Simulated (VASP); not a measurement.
A convergence study with VASP on Cr (space group no. 229 when undisturbed): a few settings are varied, all else stays as given below, so the limit is that of these other settings. One atom is moved off its site, so that forces are finite.

```
Cr
1.0
    2.87136     0.00000     0.00000
    0.00000     2.87136     0.00000
    0.00000     0.00000     2.87136
Cr
2
Direct
  0.00000   0.00000   0.01741
  0.50000   0.50000   0.50000
```
Starting moments (μB, in the order of the record's atoms Cr Cr): 1.5 -1.5.

The numbers are results of PBE GGA, VASP's PBE PAW potentials (set 64) (plane waves; VASP 6.6.1), not measurements. The last row used: 300 eV cut-off, 18×18×18 Γ-centred mesh, first-order Methfessel-Paxton smearing of 0.010 eV, potentials Cr_pv.

```csv
setting,E (eV/atom),pressure (GPa),largest force (eV/Å),irreducible k-points
SIGMA = 1.0,-9.5184,-6.71,0.242,550
SIGMA = 0.5,-9.5341,-2.11,0.292,550
SIGMA = 0.3,-9.5327,?,?,550
SIGMA = 0.2,-9.5329,-1.95,0.285,550
SIGMA = 0.1,-9.5329,?,?,550
SIGMA = 0.05,-9.5328,-2.15,0.291,550
SIGMA = 0.02,-9.5327,-2.19,0.293,550
SIGMA = 0.01,-9.5327,-2.20,0.294,550
```

Problem. Complete the blanks.

Solution. 
- SIGMA = 0.1, pressure (GPa): -2.13
- SIGMA = 0.1, largest force (eV/Å): 0.290
- SIGMA = 0.3, pressure (GPa): -1.92
- SIGMA = 0.3, largest force (eV/Å): 0.287

VASP warned of too few bands at SIGMA = 1.0.

Left out are rungs that failed or repeat a setting and relaxations that didn't move; long series are thinned to 24 rows.

The structure is a typed Cr crystal (space group no. 229). The cell was not relaxed at this level, it is distorted from the ideal structure. The spin order is the one that the start imposed; others were not tried in this run. VASP warned that the highest band is occupied, so more bands are needed.
